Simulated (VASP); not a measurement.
Given:

```yaml
crystal:
  lattice:
    - [0.00000, 2.45244, 2.45244]
    - [2.45244, 0.00000, 2.45244]
    - [2.45244, 2.45244, 0.00000]
  atoms:
    - { symbol: Y, position: [0.00000, 0.00000, 0.00000] }
    - { symbol: N, position: [0.50000, 0.50000, 0.50000] }
```

The numbers are results of PBE GGA, VASP's PBE PAW potentials (set 64) (plane waves; VASP), not measurements. Numerical set-up: 600 eV cut-off, 8×8×8 Γ-centred mesh, Gaussian smearing of 0.050 eV, potentials Y_sv N.

Each relaxation starts from this cell; other phases were not tried.

**Question.** The cell is relaxed at 1 GPa. What happens?

**Answer.** The volume per atom goes from 14.75 to 14.65 Å³ (-0.7 %), and the cell becomes a = b = c = 4.894 Å, α = β = γ = 90.00°, space group Fm-3m. The gap on the mesh goes from 0.20 to 0.19 eV.

**Question.** The cell is relaxed at 10 GPa. What happens?

**Answer.** The volume per atom goes from 14.75 to 13.94 Å³ (-5.5 %), and the cell becomes a = b = c = 4.813 Å, α = β = γ = 90.00°, space group Fm-3m. The gap on the mesh goes from 0.20 to 0.10 eV.

Failed runs are left out, and for metals the shear rows, which the mesh's noise covers.

The compound is YN in the rock salt structure.
